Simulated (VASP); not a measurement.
Method: PBEsol GGA, VASP's PBE PAW potentials (set 64) (plane waves; VASP 6.6.1). For the first row: Run with 400 eV cut-off, 7×7×7 Γ-centred mesh, tetrahedra with Blöchl corrections, potentials In_d Se.

```csv
system,energy (eV/atom)
InSe (space group R3m),-3.8990
In (bct),-2.9843
Se (trig),-3.8532
```

The references are the elements' solids at the same level; no temperature or zero-point terms are added. Without a dispersion term in the relaxation, distances and binding between the weakly bound layers, chains or molecules are unreliable, and so is what depends on them.

Problem. What is the formation energy per atom of InSe?

Solution. The references average (2×(-2.9843) + 2×(-3.8532))/4 = -3.4188 eV, so the formation energy is -3.8990 − (-3.4188) = -0.480 eV/atom.
